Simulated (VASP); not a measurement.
ZrC:

```
CELL_PARAMETERS angstrom
0.00000 2.36500 2.36500
2.36500 0.00000 2.36500
2.36500 2.36500 0.00000
ATOMIC_POSITIONS crystal
Zr 0.50000 0.50000 0.50000
C 0.00000 0.00000 0.00000
```

| Quantity | Value |
| --- | --- |
| Program | VASP 6.6.1 |
| Task | relaxation of cell and atoms |
| Functional | PBE |
| Dispersion | D3(BJ) |
| Potentials or basis | VASP PAW PBE potentials, release 64 (Zr_sv, C) |
| Cutoff | 600 eV |
| k mesh | 14 × 14 × 14 |
| Occupations | methfessel-paxton, width 0.1 eV |
| Spin | no spin polarisation |

At the start: pressure -7.7 GPa; volume 13.23 Å³/atom.

Question: How do energy, volume and symmetry change on relaxing?

Answer: Over 4 steps the energy falls by 11.5 meV/atom and the volume is 12.76 Å³/atom (-3.5 %); space group Fm-3m (No. 225, to 0.05 Å).

The path:
```tsv
step	energy change (eV)	largest force (eV/Å)	pressure (GPa)	volume (Å³)
1	0.0000	0.0000	-7.71	26.46
2	0.0414	0.0000	15.11	24.09
3	-0.0231	0.0000	-0.13	25.54
4	-0.0231	0.0000	0.03	25.52
```

Final structure:
```yaml
crystal:
  lattice:
    - [0.00000, 2.33691, 2.33691]
    - [2.33691, 0.00000, 2.33691]
    - [2.33691, 2.33691, 0.00000]
  atoms:
    - { symbol: Zr, position: [0.50000, 0.50000, 0.50000] }
    - { symbol: C, position: [0.00000, 0.00000, 0.00000] }
```

Caveat: pairwise dispersion overbinds metals, which lowers pressure and volume.
